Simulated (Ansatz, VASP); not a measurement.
# Cross-check of HC5 (C(111) slab, H on both faces) between VASP and Ansatz, part 2 of 2

One calculation is typed for both programs; each brings its own data sets. How far apart do they land? Of the first pair: The structure shown is the start of the Ansatz relaxation below; VASP solves that cell, so the two are compared at the walk's first step.

VASP 6.6.1 and Ansatz 0.2.0.

So far. Step 4 (Differences): The forces differ by 13 meV/Å r.m.s., which is 1.3 % of the r.m.s. force of 1.028 eV/Å (both taken over all components). With vacuum in the cell, a pressure given here is an average over mostly empty space and none of the material.

**6. VASP: single point, LDA, relaxed cell, pair 2**

Level of this step: LDA; plane waves and PAW (C, H) (VASP).

The same cell, functional (in two slightly different forms) and mesh now go to VASP, with its own data sets.

INCAR reads:

```
SYSTEM = HC5
PREC = Accurate
ENCUT = 520
EDIFF = 1E-06
NELM = 120
ISMEAR = 0
SIGMA = 0.01
LREAL = Auto
ALGO = Normal
GGA = CA
NBANDS = 470
LORBIT = 11
LWAVE = .FALSE.
LCHARG = .FALSE.
ISIF = 2
LASPH = .TRUE.
GGA_COMPAT = .FALSE.
EFERMI = MIDGAP
```

POSCAR reads:

```
HC5
1.0
   10.0890000000      0.0000000000      0.0000000000
   -5.0445000000      8.7373300000      0.0000000000
    0.0000000000      0.0000000000     22.9324860000
C H
160 32
Direct
    0.3336100000      0.9166800000      0.3332700000
    0.2502600000      0.0000400000      0.3125800000
    0.1669500000      0.8334000000      0.4222900000
    0.3336300000      0.9167000000      0.4002600000
    0.2502700000      0.0000300000      0.5109700000
    0.1669300000      0.8334100000      0.4889500000
    0.3335800000      0.9167000000      0.5996600000
    0.2502900000      0.0000800000      0.5776300000
    0.1669200000      0.8333800000      0.6873700000
    0.3335800000      0.9167100000      0.6666700000
    0.3336100000      0.6666700000      0.3332600000
    0.2502700000      0.7500200000      0.3125500000
    0.1669400000      0.5833800000      0.4222800000
    0.3336400000      0.6667200000      0.4002700000
    0.2502800000      0.7501000000      0.5109700000
    0.1669800000      0.5834300000      0.4889400000
    0.3336500000      0.6667400000      0.5996700000
    0.2502900000      0.7500700000      0.5776600000
    0.1669200000      0.5833600000      0.6873800000
    0.3336200000      0.6666900000      0.6666800000
    0.5836000000      0.9166500000      0.3332700000
    0.5003000000      0.0000500000      0.3125500000
    0.4169700000      0.8333800000      0.4222700000
    0.5836300000      0.9167100000      0.4002700000
    0.5002700000      0.0000800000      0.5109600000
    0.4169300000      0.8334200000      0.4889400000
    0.5836300000      0.9167300000      0.5996600000
    0.5002400000      0.0000100000      0.5776500000
    0.4169600000      0.8333800000      0.6873900000
    0.5836400000      0.9167500000      0.6666700000
[... 156 atom lines left out ...]
    0.7502000000      0.2500400000      0.2639400000
    0.6670900000      0.0835700000      0.7359800000
    0.0002600000      0.4999400000      0.2639400000
    0.9171100000      0.3333800000      0.7359500000
    0.0003200000      0.2499400000      0.2639800000
    0.9168900000      0.0832900000      0.7359800000
```

KPOINTS reads:

```
Automatic mesh
0
Gamma
1 1 1
0 0 0
```

PAW data sets: C and H (LDA family, release 64).

Run with:

```sh
$ export OMP_NUM_THREADS=3
$ mpirun -np 1 vasp_gam
```

What it wrote:

```text
[... set-up lines as in an earlier step ...]
 entering main loop
       N       E                     dE             d eps       ncg     rms          rms(c)
DAV:   1     0.620019091921E+04    0.62002E+04   -0.36674E+05   956   0.138E+03
DAV:   2    -0.107264775548E+04   -0.72728E+04   -0.68728E+04  1290   0.342E+02
DAV:   3    -0.179795487617E+04   -0.72531E+03   -0.71668E+03  1200   0.109E+02
DAV:   4    -0.182336923299E+04   -0.25414E+02   -0.25302E+02  1248   0.222E+01
[...]
DAV:  22    -0.173278519807E+04   -0.54915E-05   -0.27207E-07   808   0.692E-04    0.494E-04
DAV:  23    -0.173278519958E+04   -0.15172E-05   -0.79420E-08   760   0.314E-04    0.162E-04
DAV:  24    -0.173278519975E+04   -0.16621E-06   -0.16859E-08   808   0.195E-04
   1 F= -.17327852E+04 E0= -.17327852E+04  d E =0.000000E+00
```

OUTCAR, selected parts (step 6):

```text
  FREE ENERGIE OF THE ION-ELECTRON SYSTEM (eV)
  ---------------------------------------------------
  free  energy   TOTEN  =     -1732.7851997500 eV

  energy  without entropy=    -1732.7851997500  energy(sigma->0) =    -1732.78519975
```

**7. Differences**

Both answers:

| quantity | Ansatz | VASP | difference |
| --- | --- | --- | --- |
| gap on the k mesh (eV) | 2.918 | 2.923 | -0.006 |

At this near-relaxed geometry the largest component of a force difference is 58 meV/Å. A gap on the mesh is an upper bound, since the band edges may lie between its points. With vacuum in the cell, a pressure given here is an average over mostly empty space and none of the material.

**8. Outcome**

```
r.m.s. force difference (single point, LDA, start cell, pair 1)   : 1.3 % of the r.m.s. force
r.m.s. force difference (single point, LDA, relaxed cell, pair 2) : 13 meV/Å
```

**Reading.** The r.m.s. force difference is 13 meV/Å (single point, LDA, relaxed cell, pair 2), beyond the 12 meV/Å picked in this series as the mark of a large difference. What causes the difference of the single point, LDA, relaxed cell, pair 2 pair stays open here. How closely two codes agree says nothing of how well the functional describes the real material.

[Lines on the potential files, build, host, timing and source positions are cut from VASP's logs without a mark.]

[Logs are printed without paths, hosts, clocks, repeated set-up lines and the standing remarks that a program may print on its own settings, such as how far it seeks lower states.]

[Hosts, paths, dates, database ids (printed as entryN), source tags and the programs' standing remarks are cut or masked in the printed files.]
